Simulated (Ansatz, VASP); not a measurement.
# TaN in two plane-wave programs

One calculation is typed for both programs; each brings its own data sets. How far apart do they land? The cell is taken from a series of runs on this material, whose earlier steps may have relaxed, scaled, displaced or heated it; both programs get it as it stands.

Calculated with Ansatz 0.2.0; plane waves, with VASP 6.6.1 beside it; zone-centre phonons at LDA.

### 1. Starting point

It takes space group P-6m2 (No. 187, hexagonal). Conventional cell: a = 2.967 Å, b = 2.967 Å, c = 2.900 Å, α = 90.00°, β = 90.00°, γ = 120.00°. N has 6 Ta at 2.24 Å nearest. Nearest to Ta lie 6 N at 2.24 Å. Farther neighbours and most contacts between anions are not listed.

### 2. VASP: zone-centre phonons, LDA

Second derivatives magnify differences that forces hide, and they need a tight electronic threshold.

Lines of VASP's logs that name or quote its potential files are left out, and so is its time.

File INCAR:

```
SYSTEM = TaN
PREC = Accurate
ENCUT = 600
EDIFF = 1E-08
NELM = 120
ISMEAR = 1
SIGMA = 0.2
LREAL = .FALSE.
ALGO = Normal
GGA = PW92
NBANDS = 14
LASPH = .TRUE.
LORBIT = 11
LWAVE = .FALSE.
LCHARG = .FALSE.
ISIF = 2
IBRION = 8
GGA_COMPAT = .FALSE.
KPAR = 2
```

File POSCAR:

```
TaN
1.0
    2.9674194705      0.0000000000      0.0000000000
   -1.4837097352      2.5698606451      0.0000000000
    0.0000000000      0.0000000000      2.8999745223
N Ta
1 1
Direct
    0.6666666667      0.3333333333      0.0000000000
    0.0000000000      0.0000000000      0.5000000000
```

File KPOINTS:

```
Automatic mesh
0
Gamma
18 18 16
0 0 0
```

Potentials, in the order of the species: N and Ta_pv (LDA family, release 64).

Launch:

```bash
$ mpirun -np 2 vasp_std
```

Numbers of over 12 decimals in the logs are rounded to 6 here.

The log of the run:

```text
[banner, memory and clock lines left out]
running    2 mpi-ranks, on    1 nodes
 distrk:  each k-point on    1 cores,    2 groups
 distr:  one band on    1 cores,    1 groups

 POSCAR found type information on POSCAR N Ta
 POSCAR found :  2 types and       2 ions
|                                                                             |
|               ----> ADVICE to this user running VASP <----                  |
|                                                                             |
|     You enforced a specific xc type in the INCAR file but a different       |
|     [... a line on the potential file left out ...]
|     I HOPE YOU KNOW WHAT YOU ARE DOING!                                     |
|                                                                             |

 LDA part: xc-table for (Slater(with rela. corr.)+PW92), standard interpolation
 POSCAR, INCAR and KPOINTS ok, starting setup
 FFT: planning ... GRIDC
 FFT: planning ... GRID_SOFT
 FFT: planning ... GRID
 WAVECAR not read
 entering main loop
       N       E                     dE             d eps       ncg     rms          rms(c)
DAV:   1     0.100361019616E+03    0.10036E+03   -0.97589E+03  9332   0.132E+03
DAV:   2    -0.237303419905E+02   -0.12409E+03   -0.11741E+03 11442   0.329E+02
DAV:   3    -0.272239780260E+02   -0.34936E+01   -0.34708E+01 10668   0.521E+01
DAV:   4    -0.272409893705E+02   -0.17011E-01   -0.17008E-01 11028   0.400E+00
DAV:   5    -0.272411111598E+02   -0.12179E-03   -0.12179E-03 10944   0.319E-01    0.222E+01
DAV:   6    -0.248430992285E+02    0.23980E+01   -0.48269E+00 10068   0.251E+01    0.927E+00
DAV:   7    -0.246985539015E+02    0.14455E+00   -0.37996E-01 11958   0.601E+00    0.648E+00
DAV:   8    -0.246592930851E+02    0.39261E-01   -0.16028E-01 12372   0.367E+00    0.121E+00
DAV:   9    -0.246550500266E+02    0.42431E-02   -0.11285E-02 10026   0.907E-01    0.179E-01
DAV:  10    -0.246548121361E+02    0.23789E-03   -0.67996E-04 12468   0.299E-01    0.845E-02
DAV:  11    -0.246547954840E+02    0.16652E-04   -0.27996E-05 10212   0.563E-02    0.169E-02
DAV:  12    -0.246547954787E+02    0.53597E-08   -0.17591E-06 12354   0.125E-02    0.152E-03
DAV:  13    -0.246547954693E+02    0.93996E-08   -0.68243E-08 10278   0.224E-03
   1 F= -.24654795E+02 E0= -.24654974E+02  d E =0.536592E-03
 Linear response reoptimize wavefunctions to high precision
DAV:   1    -0.246547954616E+02    0.76252E-08   -0.22771E-08 12252   0.130E-03
DAV:   2    -0.246547954617E+02   -0.28422E-10   -0.21196E-10  6762   0.139E-04
 Linear response DOF=           4
 Linear response progress:
  Degree of freedom:   1/  4
       N       E                     dE             d eps       ncg     rms          rms(c)
RMM:   1    -0.229568626588E+00   -0.22957E+00    0.10813E-01 92914   0.282E+00
RMM:   2    -0.223467721606E+00    0.61009E-02   -0.37359E-03 69801   0.465E-01    0.167E-01
RMM:   3    -0.224284870384E+00   -0.81715E-03   -0.60635E-04 67465   0.157E-01    0.907E-02
RMM:   4    -0.225440160953E+00   -0.11553E-02   -0.30788E-04 68101   0.110E-01    0.241E-02
RMM:   5    -0.225500077199E+00   -0.59916E-04   -0.10677E-05 75963   0.239E-02    0.203E-03
RMM:   6    -0.225499696391E+00    0.38081E-06   -0.94973E-07 76362   0.491E-03    0.732E-04
RMM:   7    -0.225494109658E+00    0.55867E-05   -0.11316E-07 79640   0.150E-03    0.313E-04
RMM:   8    -0.225496019742E+00   -0.19101E-05   -0.30712E-08 78004   0.474E-04    0.971E-05
RMM:   9    -0.225495018777E+00    0.10010E-05   -0.14914E-08 76136   0.181E-04    0.239E-05
RMM:  10    -0.225494946255E+00    0.72521E-07    0.15321E-08 85671   0.619E-05    0.156E-05
RMM:  11    -0.225494985149E+00   -0.38893E-07   -0.17319E-08 82973   0.244E-05    0.285E-06
RMM:  12    -0.225495000668E+00   -0.15520E-07   -0.16633E-10 76368   0.132E-05    0.382E-06
RMM:  13    -0.225495000750E+00   -0.82168E-10   -0.12504E-09 58328   0.100E-05    0.466E-06
 first order change of Fermi-energy   0.32622E-04
 force on displaced ion       1 direction 1 : -11.686   0.001   0.000
 Linear response progress:
  Degree of freedom:   2/  4
       N       E                     dE             d eps       ncg     rms          rms(c)
RMM:   1    -0.233000247983E+00   -0.23300E+00    0.14821E-01 31776   0.290E+00
RMM:   2    -0.227802405311E+00    0.51978E-02   -0.41563E-03 25138   0.480E-01    0.148E-01
RMM:   3    -0.228570030128E+00   -0.76762E-03   -0.96206E-04 24085   0.181E-01    0.761E-02
RMM:   4    -0.229762122652E+00   -0.11921E-02   -0.44375E-04 24614   0.121E-01    0.216E-02
RMM:   5    -0.229873360890E+00   -0.11124E-03   -0.17814E-05 26040   0.318E-02    0.345E-03
RMM:   6    -0.229873619179E+00   -0.25829E-06   -0.12725E-06 26214   0.756E-03    0.103E-03
RMM:   7    -0.229866636304E+00    0.69829E-05   -0.12141E-07 26046   0.231E-03    0.343E-04
RMM:   8    -0.229868175289E+00   -0.15390E-05   -0.15036E-08 28402   0.698E-04    0.148E-04
RMM:   9    -0.229869007283E+00   -0.83199E-06    0.29600E-09 27353   0.234E-04    0.296E-05
RMM:  10    -0.229868800846E+00    0.20644E-06    0.27748E-09 27982   0.732E-05    0.859E-06
RMM:  11    -0.229868812325E+00   -0.11479E-07   -0.28491E-10 29405   0.271E-05    0.188E-06
RMM:  12    -0.229868823394E+00   -0.11069E-07   -0.28812E-09 26749   0.140E-05    0.773E-07
RMM:  13    -0.229868823086E+00    0.30732E-09   -0.59699E-09 20839   0.105E-05    0.130E-07
 first order change of Fermi-energy  -0.16968E-03
 force on displaced ion       1 direction 3 :   0.000  -0.000 -11.865
 Linear response progress:
  Degree of freedom:   3/  4
       N       E                     dE             d eps       ncg     rms          rms(c)
RMM:   1    -0.133546120646E+00   -0.13355E+00    0.11615E+01 42095   0.248E+01
RMM:   2    -0.162319514533E+00   -0.28773E-01   -0.27675E-02 63884   0.151E+00    0.172E-01
RMM:   3    -0.161066620190E+00    0.12529E-02   -0.27375E-03 73716   0.331E-01    0.945E-02
RMM:   4    -0.160247321085E+00    0.81930E-03   -0.36659E-04 81745   0.116E-01    0.366E-02
RMM:   5    -0.159942901889E+00    0.30442E-03   -0.63703E-05 82729   0.329E-02    0.616E-03
RMM:   6    -0.159951701194E+00   -0.87993E-05   -0.10166E-05 78355   0.124E-02    0.153E-03
RMM:   7    -0.159952186916E+00   -0.48572E-06   -0.60072E-06 85791   0.394E-03    0.412E-04
RMM:   8    -0.159954787328E+00   -0.26004E-05   -0.31443E-06 91687   0.151E-03    0.158E-04
RMM:   9    -0.159955886013E+00   -0.10987E-05   -0.16508E-06 81133   0.633E-04    0.506E-05
RMM:  10    -0.159956281316E+00   -0.39530E-06   -0.10636E-06 82934   0.338E-04    0.245E-05
RMM:  11    -0.159956378264E+00   -0.96947E-07   -0.45897E-07 91724   0.163E-04    0.106E-05
RMM:  12    -0.159956316488E+00    0.61775E-07   -0.32734E-07 80788   0.990E-05    0.371E-06
RMM:  13    -0.159956320916E+00   -0.44280E-08   -0.15878E-07 91968   0.553E-05    0.447E-06
RMM:  14    -0.159956285059E+00    0.35857E-07   -0.10411E-07 83158   0.377E-05    0.836E-06
RMM:  15    -0.159956330605E+00   -0.45546E-07   -0.47283E-08 77977   0.287E-05    0.423E-06
RMM:  16    -0.159956400431E+00   -0.69826E-07   -0.25413E-08 81848   0.259E-05    0.307E-06
RMM:  17    -0.159956402932E+00   -0.25004E-08   -0.11414E-08 88167   0.157E-05    0.266E-06
 first order change of Fermi-energy  -0.65930E-04
 force on displaced ion       2 direction 1 : -11.685   0.000   0.000
 Linear response progress:
  Degree of freedom:   4/  4
       N       E                     dE             d eps       ncg     rms          rms(c)
RMM:   1    -0.151358070351E+00   -0.15136E+00    0.10103E+01 14940   0.241E+01
RMM:   2    -0.179826604088E+00   -0.28469E-01   -0.29153E-02 22101   0.150E+00    0.133E-01
RMM:   3    -0.179238465149E+00    0.58814E-03   -0.22113E-03 25890   0.287E-01    0.716E-02
RMM:   4    -0.178786472664E+00    0.45199E-03   -0.19003E-04 27693   0.922E-02    0.232E-02
RMM:   5    -0.178660700508E+00    0.12577E-03   -0.30389E-05 28459   0.267E-02    0.619E-03
RMM:   6    -0.178644429861E+00    0.16271E-04   -0.64183E-06 26865   0.104E-02    0.811E-04
RMM:   7    -0.178646349758E+00   -0.19199E-05   -0.38803E-06 29530   0.328E-03    0.393E-04
RMM:   8    -0.178649192231E+00   -0.28425E-05   -0.23244E-06 29910   0.131E-03    0.121E-04
RMM:   9    -0.178650314786E+00   -0.11226E-05   -0.13917E-06 28339   0.567E-04    0.406E-05
RMM:  10    -0.178650716253E+00   -0.40147E-06   -0.83412E-07 28311   0.319E-04    0.154E-05
RMM:  11    -0.178650912949E+00   -0.19670E-06   -0.42553E-07 31497   0.158E-04    0.633E-06
RMM:  12    -0.178650825488E+00    0.87460E-07   -0.25733E-07 28183   0.963E-05    0.504E-06
RMM:  13    -0.178650803496E+00    0.21992E-07   -0.14778E-07 30819   0.561E-05    0.805E-06
RMM:  14    -0.178650838031E+00   -0.34535E-07   -0.88036E-08 27081   0.382E-05    0.692E-06
RMM:  15    -0.178650895759E+00   -0.57728E-07   -0.51444E-08 28140   0.307E-05    0.338E-06
RMM:  16    -0.178650900250E+00   -0.44908E-08   -0.29146E-08 28933   0.197E-05    0.349E-06
 first order change of Fermi-energy  -0.83546E-03
 force on displaced ion       2 direction 3 :   0.000  -0.000 -11.875
 Linear response finished
```

OUTCAR, selected parts (step 2):

```text
ion  position               nearest neighbor table
   1  0.667  0.333  0.000-   2 2.24   2 2.24   2 2.24   2 2.24   2 2.24   2 2.24
   2  0.000  0.000  0.500-   1 2.24   1 2.24   1 2.24   1 2.24   1 2.24   1 2.24

  LATTYP: Found a hexagonal cell.
 ALAT       =     2.9674194705
 C/A-ratio  =     0.9772715152

 Subroutine GETGRP returns: Found 12 space group operations
 (whereof 12 operations were pure point group operations)

The static configuration has the point symmetry D_3h.

 Found    333 irreducible k-points:

   k-points           NKPTS =    333   k-points in BZ     NKDIM =    333   number of bands    NBANDS=     14

   dimension x,y,z NGX =    24 NGY =   24 NGZ =   24
   dimension x,y,z NGXF=    48 NGYF=   48 NGZF=   48

   ENCUT  =  600.0 eV  44.10 Ry    6.64 a.u.   5.93  5.93  5.79*2*pi/ulx,y,z

   NELECT =      16.0000    total number of electrons

 k-points in reciprocal lattice and weights: Automatic mesh
   0.00000000  0.00000000  0.00000000       0.000
   0.05555556  0.00000000  0.00000000       0.001
   0.11111111  0.00000000  0.00000000       0.001
   0.16666667  0.00000000  0.00000000       0.001
   0.22222222  0.00000000  0.00000000       0.001
   0.27777778  0.00000000  0.00000000       0.001
   0.33333333  0.00000000  0.00000000       0.001
   0.38888889  0.00000000  0.00000000       0.001
   0.44444444  0.00000000  0.00000000       0.001
[...]
0.33333333  0.27777778  0.50000000       0.002
   0.33333333  0.33333333  0.50000000       0.000

 average (electrostatic) potential at core
       1 -61.6296       2 -35.8585

  Total       -2.5362472     -2.5362472     -2.5206258     -0.0000000     -0.0000000      0.0000000
  in kB     -183.7466683   -183.7466683   -182.6149201     -0.0000000     -0.0000000      0.0000000
  external PRESSURE =    -183.3694189 kB  Pullay stress =       0.0000000 kB

  energy-cutoff  :      600.00
  volume of cell :       22.11
      direct lattice vectors                 reciprocal lattice vectors
     2.967419470  0.000000000  0.000000000     0.336993138  0.194563079  0.000000000
    -1.483709735  2.569860645  0.000000000     0.000000000  0.389126158  0.000000000
     0.000000000  0.000000000  2.899974522     0.000000000  0.000000000  0.344830616

 POSITION                                       TOTAL-FORCE (eV/Angst)
 -----------------------------------------------------------------------------------
      1.48371      0.85662      0.00000         0.000000      0.000000      0.000000
      0.00000      0.00000      1.44999        -0.000000      0.000000      0.000000
 -----------------------------------------------------------------------------------
    total drift:                               -0.000000      0.000000      0.000000

 Eigenvectors and eigenvalues of the dynamical matrix
 ----------------------------------------------------

   1 f  =   14.938499 THz    93.861357 2PiTHz  498.294686 cm-1    61.780639 meV
             X         Y         Z           dx          dy          dz
      1.483710  0.856620  0.000000     0.000000    0.000000    0.963394
      0.000000  0.000000  1.449987    -0.000000   -0.000000   -0.268088

   2 f  =   14.824566 THz    93.145495 2PiTHz  494.494291 cm-1    61.309451 meV
             X         Y         Z           dx          dy          dz
      1.483710  0.856620  0.000000    -0.861896   -0.430485    0.000000
      0.000000  0.000000  1.449987     0.239746    0.119744    0.000000

   3 f  =   14.824566 THz    93.145495 2PiTHz  494.494291 cm-1    61.309451 meV
             X         Y         Z           dx          dy          dz
      1.483710  0.856620  0.000000    -0.430485    0.861896   -0.000000
      0.000000  0.000000  1.449987     0.119744   -0.239746   -0.000000

   4 f/i=    0.000051 THz     0.000321 2PiTHz    0.001705 cm-1     0.000211 meV
             X         Y         Z           dx          dy          dz
      1.483710  0.856620  0.000000    -0.266963    0.023399   -0.000000
      0.000000  0.000000  1.449987    -0.959743    0.084119   -0.000000

   5 f/i=    0.000051 THz     0.000321 2PiTHz    0.001705 cm-1     0.000211 meV
             X         Y         Z           dx          dy          dz
      1.483710  0.856620  0.000000     0.023399    0.266963   -0.000000
      0.000000  0.000000  1.449987     0.084119    0.959743   -0.000000

   6 f/i=    0.001523 THz     0.009567 2PiTHz    0.050788 cm-1     0.006297 meV
             X         Y         Z           dx          dy          dz
      1.483710  0.856620  0.000000     0.000000    0.000000    0.268088
      0.000000  0.000000  1.449987     0.000000    0.000000    0.963394

 ELASTIC MODULI CONTR FROM IONIC RELAXATION (kBar)
 Direction    XX          YY          ZZ          XY          YZ          ZX
 --------------------------------------------------------------------------------
 XX          -0.1552      0.1552     -0.0000     -0.0000      0.0000      0.0000
 YY           0.1552     -0.1552      0.0000     -0.0000     -0.0000      0.0000
 ZZ          -0.0000      0.0000     -0.0000     -0.0000     -0.0000      0.0000
 XY          -0.0000     -0.0000     -0.0000     -0.1552     -0.0000      0.0000
 YZ           0.0000     -0.0000     -0.0000     -0.0000     -0.0000      0.0000
 ZX           0.0000      0.0000      0.0000      0.0000      0.0000      0.0000
 --------------------------------------------------------------------------------
```

(Continued in part 2 of 2.)

[Lines on the potential files, build, host, timing and source positions are cut from VASP's logs without a mark.]

[Logs are printed without paths, hosts, clocks, repeated set-up lines and the standing remarks that a program may print on its own settings, such as how far it seeks lower states.]

[Hosts, paths, dates, database ids (printed as entryN), source tags and the programs' standing remarks are cut or masked in the printed files.]
